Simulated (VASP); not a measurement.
Data:

```
CELL_PARAMETERS angstrom
      5.92963     0.00000     0.00000
      0.00000     5.92963     0.00000
      0.00000     0.00000     5.92963
ATOMIC_POSITIONS crystal
  Cs 0.00000 0.00000 0.00000
  Pb 0.50000 0.50000 0.50000
  Br 0.50000 0.00000 0.50000
  Br 0.00000 0.50000 0.50000
  Br 0.50000 0.50000 0.00000
```

These are optB88-vdW, VASP's PBE PAW potentials (set 64) (plane waves; VASP) values and carry that method's errors. Run with 520 eV cut-off, 4×4×4 Γ-centred mesh, tetrahedra with Blöchl corrections, potentials Cs_sv Pb_d Br.

The cores are frozen, which limits the accuracy of field gradients.

Q: Give the principal components of the electric field gradient (V/Å²) and the asymmetry η at each nucleus.

A: 
```csv
atom,Vxx,Vyy,Vzz,η
Cs1,0.0,0.0,0.0,-
Pb2,0.0,0.0,0.0,-
Br3,-88.3,-88.3,176.5,0.00
Br4,-88.3,-88.3,176.5,0.00
Br5,-88.3,-88.3,176.5,0.00
```

The compound is CsPbBr3 in the cubic perovskite structure, the ideal cubic form; the compound distorts at low or room temperature. It was relaxed first.
